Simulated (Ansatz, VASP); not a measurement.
## Cross-check of WC (Qusongite) between VASP and Ansatz

One calculation is typed for both programs; each brings its own data sets. How far apart do they land? The cell is taken from a series of runs on this material, whose earlier steps may have relaxed, scaled, displaced or heated it; both programs get it as it stands.

Program: Ansatz 0.2.0. Level of theory: plane waves, with VASP 6.6.1 beside it; zone-centre phonons at PBEsol. Results are calculated unless marked as measured.

**1. The structure**

The structure is hexagonal, space group P-6m2 (No. 187). Conventional cell: a = 2.910 Å, b = 2.910 Å, c = 2.772 Å, α = 90.00°, β = 90.00°, γ = 120.00°. Nearest to C lie 6 W at 2.18 Å. Nearest to W lie 6 C at 2.18 Å. Farther neighbours are not listed.

Coordinates:

```xyz
2
Lattice="2.9104 0.0000 0.0000 -1.4552 2.5205 0.0000 0.0000 0.0000 2.7715" Properties=species:S:1:pos:R:3 pbc="T T T"
C     1.4552    0.8402    1.3858
W     2.9104    0.0000    0.0000
```

**2. VASP: zone-centre phonons, PBEsol**

Second derivatives magnify differences that forces hide, and they need a tight electronic threshold.

Lines of VASP's logs that name or quote its potential files are left out, and so is its time.

The input, INCAR:

```
SYSTEM = WC
PREC = Accurate
ENCUT = 600
EDIFF = 1E-08
NELM = 120
ISMEAR = 1
SIGMA = 0.2
LREAL = .FALSE.
ALGO = Normal
GGA = PS
NBANDS = 11
LASPH = .TRUE.
LORBIT = 11
LWAVE = .FALSE.
LCHARG = .FALSE.
ISIF = 2
IBRION = 8
GGA_COMPAT = .FALSE.
KPAR = 2
```

The input, POSCAR:

```
WC
1.0
    2.9104286072      0.0000000000      0.0000000000
   -1.4552143036      2.5205051098      0.0000000000
    0.0000000000      0.0000000000      2.7715346108
C W
1 1
Direct
    0.6666666693      0.3333333307      0.5000000000
    0.9999999974      0.0000000026      0.0000000000
```

The input, KPOINTS:

```
Automatic mesh
0
Gamma
18 18 16
0 0 0
```

PAW data sets: C and W (PBE family, release 64).

Run with:

```console
mpirun -np 2 vasp_std
```

Numbers of over 12 decimals in the logs are rounded to 6 here.

The program printed:

```text
[banner, memory and clock lines left out]
running    2 mpi-ranks, on    1 nodes
 distrk:  each k-point on    1 cores,    2 groups
 distr:  one band on    1 cores,    1 groups

 POSCAR found type information on POSCAR C W
 POSCAR found :  2 types and       2 ions
|                                                                             |
|               ----> ADVICE to this user running VASP <----                  |
|                                                                             |
|     You enforced a specific xc type in the INCAR file but a different       |
|     [... a line on the potential file left out ...]
|     I HOPE YOU KNOW WHAT YOU ARE DOING!                                     |
|                                                                             |

 LDA part: xc-table for (Slater+PW92), standard interpolation
 POSCAR, INCAR and KPOINTS ok, starting setup
 FFT: planning ... GRIDC
 FFT: planning ... GRID_SOFT
 FFT: planning ... GRID
 WAVECAR not read
 entering main loop
       N       E                     dE             d eps       ncg     rms          rms(c)
DAV:   1     0.289554560515E+02    0.28955E+02   -0.54892E+03  7326   0.930E+02
DAV:   2    -0.246916172648E+02   -0.53647E+02   -0.51092E+02  8321   0.215E+02
DAV:   3    -0.269273286450E+02   -0.22357E+01   -0.22074E+01  9259   0.369E+01
DAV:   4    -0.269432997639E+02   -0.15971E-01   -0.15965E-01  8099   0.350E+00
DAV:   5    -0.269433654114E+02   -0.65648E-04   -0.65645E-04  8939   0.227E-01    0.359E+01
DAV:   6    -0.240758907763E+02    0.28675E+01   -0.12210E+01  8716   0.217E+01    0.122E+01
DAV:   7    -0.240037046616E+02    0.72186E-01   -0.57855E-01  7518   0.615E+00    0.857E+00
DAV:   8    -0.239636541525E+02    0.40051E-01   -0.97115E-02  8039   0.227E+00    0.204E+00
DAV:   9    -0.239578515529E+02    0.58026E-02   -0.15539E-02  7944   0.803E-01    0.151E-01
DAV:  10    -0.239577923199E+02    0.59233E-04   -0.93406E-04  8678   0.259E-01    0.183E-01
DAV:  11    -0.239577761695E+02    0.16150E-04   -0.12516E-04  9218   0.782E-02    0.153E-02
DAV:  12    -0.239577730415E+02    0.31280E-05   -0.73406E-06  8451   0.186E-02    0.586E-03
DAV:  13    -0.239577729438E+02    0.97651E-07   -0.34151E-07  8372   0.530E-03    0.934E-04
DAV:  14    -0.239577729456E+02   -0.17167E-08   -0.44187E-09  5015   0.591E-04
   1 F= -.23957773E+02 E0= -.23957418E+02  d E =-.106342E-02
 Linear response reoptimize wavefunctions to high precision
DAV:   1    -0.239577729518E+02   -0.62366E-08   -0.50469E-09  8386   0.508E-04
DAV:   2    -0.239577729518E+02   -0.17508E-10   -0.17646E-10  3885   0.119E-04
 Linear response DOF=           4
 Linear response progress:
  Degree of freedom:   1/  4
       N       E                     dE             d eps       ncg     rms          rms(c)
RMM:   1    -0.117973219949E+00   -0.11797E+00    0.55319E-02 76694   0.207E+00
RMM:   2    -0.116426280012E+00    0.15469E-02   -0.21782E-03 50593   0.444E-01    0.219E-01
RMM:   3    -0.116690064788E+00   -0.26378E-03   -0.45515E-04 48040   0.145E-01    0.117E-01
RMM:   4    -0.117451271035E+00   -0.76121E-03   -0.33593E-04 48269   0.118E-01    0.272E-02
RMM:   5    -0.117408444827E+00    0.42826E-04   -0.48527E-06 52788   0.199E-02    0.146E-03
RMM:   6    -0.117425570410E+00   -0.17126E-04    0.21769E-07 53128   0.281E-03    0.492E-04
RMM:   7    -0.117421879101E+00    0.36913E-05    0.49518E-08 55370   0.473E-04    0.892E-05
RMM:   8    -0.117422038726E+00   -0.15962E-06   -0.10001E-08 54009   0.894E-05    0.313E-05
RMM:   9    -0.117421905829E+00    0.13290E-06    0.57591E-09 56055   0.253E-05    0.371E-06
RMM:  10    -0.117421897095E+00    0.87336E-08   -0.97507E-09 52779   0.644E-06    0.138E-06
 first order change of Fermi-energy   0.43329E-05
 force on displaced ion       1 direction 1 : -17.274   0.002   0.000
 Linear response progress:
  Degree of freedom:   2/  4
       N       E                     dE             d eps       ncg     rms          rms(c)
RMM:   1    -0.121029093674E+00   -0.12103E+00    0.58871E-02 26932   0.213E+00
RMM:   2    -0.119991628613E+00    0.10375E-02   -0.22818E-03 17924   0.457E-01    0.185E-01
RMM:   3    -0.120170071251E+00   -0.17844E-03   -0.71093E-04 16957   0.176E-01    0.907E-02
RMM:   4    -0.121071461596E+00   -0.90139E-03   -0.52214E-04 17263   0.139E-01    0.208E-02
RMM:   5    -0.121058562822E+00    0.12899E-04   -0.94348E-06 18485   0.236E-02    0.270E-03
RMM:   6    -0.121092405569E+00   -0.33843E-04   -0.68804E-07 18011   0.537E-03    0.432E-04
RMM:   7    -0.121091920112E+00    0.48546E-06    0.14416E-08 19211   0.833E-04    0.179E-04
RMM:   8    -0.121090810666E+00    0.11094E-05    0.10171E-07 18808   0.120E-04    0.331E-05
RMM:   9    -0.121090702695E+00    0.10797E-06    0.13599E-08 19244   0.378E-05    0.119E-05
RMM:  10    -0.121090645357E+00    0.57338E-07    0.45608E-09 19436   0.157E-05    0.776E-07
RMM:  11    -0.121090645212E+00    0.14450E-09    0.14352E-09 16817   0.400E-06    0.273E-07
 first order change of Fermi-energy   0.29062E-03
 force on displaced ion       1 direction 3 :   0.000  -0.000 -16.540
 Linear response progress:
  Degree of freedom:   3/  4
       N       E                     dE             d eps       ncg     rms          rms(c)
RMM:   1    -0.110060507472E+00   -0.11006E+00   -0.87258E-02 65086   0.193E+00
RMM:   2    -0.107002614005E+00    0.30579E-02   -0.19280E-03 49635   0.358E-01    0.216E-01
RMM:   3    -0.106086501039E+00    0.91611E-03   -0.31006E-04 51915   0.112E-01    0.127E-01
RMM:   4    -0.105678452218E+00    0.40805E-03   -0.50315E-04 51975   0.140E-01    0.195E-02
RMM:   5    -0.105698374133E+00   -0.19922E-04   -0.11063E-06 53965   0.166E-02    0.397E-03
RMM:   6    -0.105700941725E+00   -0.25676E-05   -0.21307E-07 54108   0.217E-03    0.138E-03
RMM:   7    -0.105700931135E+00    0.10589E-07   -0.19282E-07 54520   0.985E-04    0.115E-04
RMM:   8    -0.105700032266E+00    0.89887E-06    0.48264E-08 53628   0.216E-04    0.191E-05
RMM:   9    -0.105700033558E+00   -0.12916E-08    0.80597E-08 56964   0.514E-05    0.490E-06
 first order change of Fermi-energy  -0.54177E-04
 force on displaced ion       2 direction 1 : -17.273   0.002   0.000
 Linear response progress:
  Degree of freedom:   4/  4
       N       E                     dE             d eps       ncg     rms          rms(c)
RMM:   1    -0.114069913346E+00   -0.11407E+00   -0.92670E-02 23838   0.200E+00
RMM:   2    -0.110579622041E+00    0.34903E-02   -0.21998E-03 17470   0.397E-01    0.174E-01
RMM:   3    -0.109890643346E+00    0.68898E-03   -0.22652E-04 18273   0.105E-01    0.966E-02
RMM:   4    -0.109743132637E+00    0.14751E-03   -0.39479E-04 18087   0.132E-01    0.147E-02
RMM:   5    -0.109760631252E+00   -0.17499E-04   -0.28133E-06 19075   0.132E-02    0.429E-03
RMM:   6    -0.109772267512E+00   -0.11636E-04   -0.65205E-08 19025   0.206E-03    0.103E-03
RMM:   7    -0.109772949249E+00   -0.68174E-06    0.44401E-08 18955   0.669E-04    0.243E-04
RMM:   8    -0.109772699331E+00    0.24992E-06    0.83549E-08 19285   0.188E-04    0.636E-05
RMM:   9    -0.109772265649E+00    0.43368E-06    0.29982E-08 19588   0.657E-05    0.500E-06
RMM:  10    -0.109772247823E+00    0.17826E-07    0.19751E-08 19719   0.117E-05    0.175E-06
RMM:  11    -0.109772247299E+00    0.52392E-09   -0.49089E-10 16636   0.358E-06    0.551E-07
 first order change of Fermi-energy  -0.42015E-03
 force on displaced ion       2 direction 3 :   0.000  -0.000 -16.541
 Linear response finished
```

OUTCAR, selected parts (step 2):

```text
ion  position               nearest neighbor table
   1  0.667  0.333  0.500-   2 2.18   2 2.18   2 2.18   2 2.18   2 2.18   2 2.18
   2  1.000  0.000  0.000-   1 2.18   1 2.18   1 2.18   1 2.18   1 2.18   1 2.18

  LATTYP: Found a hexagonal cell.
 ALAT       =     2.9104286072
 C/A-ratio  =     0.9522771333

 Subroutine GETGRP returns: Found 12 space group operations
 (whereof 12 operations were pure point group operations)

The static configuration has the point symmetry D_3h.

 Found    333 irreducible k-points:

   k-points           NKPTS =    333   k-points in BZ     NKDIM =    333   number of bands    NBANDS=     11

   dimension x,y,z NGX =    24 NGY =   24 NGZ =   24
   dimension x,y,z NGXF=    48 NGYF=   48 NGZF=   48

   ENCUT  =  600.0 eV  44.10 Ry    6.64 a.u.   5.81  5.81  5.54*2*pi/ulx,y,z

   NELECT =      10.0000    total number of electrons

 k-points in reciprocal lattice and weights: Automatic mesh
   0.00000000  0.00000000  0.00000000       0.000
   0.05555556  0.00000000  0.00000000       0.001
   0.11111111  0.00000000  0.00000000       0.001
   0.16666667  0.00000000  0.00000000       0.001
   0.22222222  0.00000000  0.00000000       0.001
   0.27777778  0.00000000  0.00000000       0.001
   0.33333333  0.00000000  0.00000000       0.001
   0.38888889  0.00000000  0.00000000       0.001
   0.44444444  0.00000000  0.00000000       0.001
[...]
0.33333333  0.27777778  0.50000000       0.002
   0.33333333  0.33333333  0.50000000       0.000

 average (electrostatic) potential at core
       1 -46.0472       2 -36.7378

  Total       -0.0375917     -0.0375917      2.3733397     -0.0000000      0.0000000      0.0000000
  in kB       -2.9623611     -2.9623611    187.0275783     -0.0000000      0.0000000      0.0000000
  external PRESSURE =      60.3676187 kB  Pullay stress =       0.0000000 kB

  energy-cutoff  :      600.00
  volume of cell :       20.33
      direct lattice vectors                 reciprocal lattice vectors
     2.910428607  0.000000000  0.000000000     0.343592005  0.198372936  0.000000000
    -1.455214304  2.520505110  0.000000000     0.000000000  0.396745873  0.000000000
     0.000000000  0.000000000  2.771534611     0.000000000  0.000000000  0.360810937

 POSITION                                       TOTAL-FORCE (eV/Angst)
 -----------------------------------------------------------------------------------
      1.45521      0.84017      1.38577        -0.000000      0.000000      0.000000
      2.91043      0.00000      0.00000         0.000000     -0.000000      0.000000
 -----------------------------------------------------------------------------------
    total drift:                               -0.000004      0.000002      0.000000

 Eigenvectors and eigenvalues of the dynamical matrix
 ----------------------------------------------------

   1 f  =   19.350908 THz   121.585341 2PiTHz  645.476811 cm-1    80.028889 meV
             X         Y         Z           dx          dy          dz
      1.455214  0.840168  1.385767     0.000000    0.968855    0.000000
      2.910429  0.000000  0.000000     0.000000   -0.247631    0.000000

   2 f  =   19.350908 THz   121.585341 2PiTHz  645.476811 cm-1    80.028889 meV
             X         Y         Z           dx          dy          dz
      1.455214  0.840168  1.385767     0.968855   -0.000000    0.000000
      2.910429  0.000000  0.000000    -0.247631   -0.000000    0.000000

   3 f  =   18.935284 THz   118.973901 2PiTHz  631.613101 cm-1    78.310009 meV
             X         Y         Z           dx          dy          dz
      1.455214  0.840168  1.385767     0.000000    0.000000   -0.968851
      2.910429  0.000000  0.000000     0.000000    0.000000    0.247643

   4 f/i=    0.000124 THz     0.000779 2PiTHz    0.004135 cm-1     0.000513 meV
             X         Y         Z           dx          dy          dz
      1.455214  0.840168  1.385767    -0.000000   -0.000001    0.247643
      2.910429  0.000000  0.000000    -0.000000   -0.000004    0.968851

   5 f/i=    0.000130 THz     0.000817 2PiTHz    0.004336 cm-1     0.000538 meV
             X         Y         Z           dx          dy          dz
      1.455214  0.840168  1.385767     0.241497    0.054773    0.000000
      2.910429  0.000000  0.000000     0.944857    0.214300    0.000001

   6 f/i=    0.000130 THz     0.000817 2PiTHz    0.004336 cm-1     0.000538 meV
             X         Y         Z           dx          dy          dz
      1.455214  0.840168  1.385767     0.054773   -0.241497   -0.000001
      2.910429  0.000000  0.000000     0.214300   -0.944857   -0.000004

 ELASTIC MODULI CONTR FROM IONIC RELAXATION (kBar)
 Direction    XX          YY          ZZ          XY          YZ          ZX
 --------------------------------------------------------------------------------
 XX        -213.2657    213.2657      0.0000      0.0000      0.0000      0.0000
 YY         213.2657   -213.2657      0.0000     -0.0000      0.0000      0.0000
 ZZ           0.0000      0.0000      0.0000      0.0000      0.0000      0.0000
 XY           0.0000     -0.0000      0.0000   -213.2657      0.0000      0.0000
 YZ           0.0000      0.0000      0.0000      0.0000      0.0000      0.0000
 ZX           0.0000      0.0000      0.0000      0.0000      0.0000      0.0000
 --------------------------------------------------------------------------------
```

[end of part 1 of 2]

[Lines on the potential files, build, host, timing and source positions are cut from VASP's logs without a mark.]

[Logs are printed without paths, hosts, clocks, repeated set-up lines and the standing remarks that a program may print on its own settings, such as how far it seeks lower states.]

[Hosts, paths, dates, database ids (printed as entryN), source tags and the programs' standing remarks are cut or masked in the printed files.]
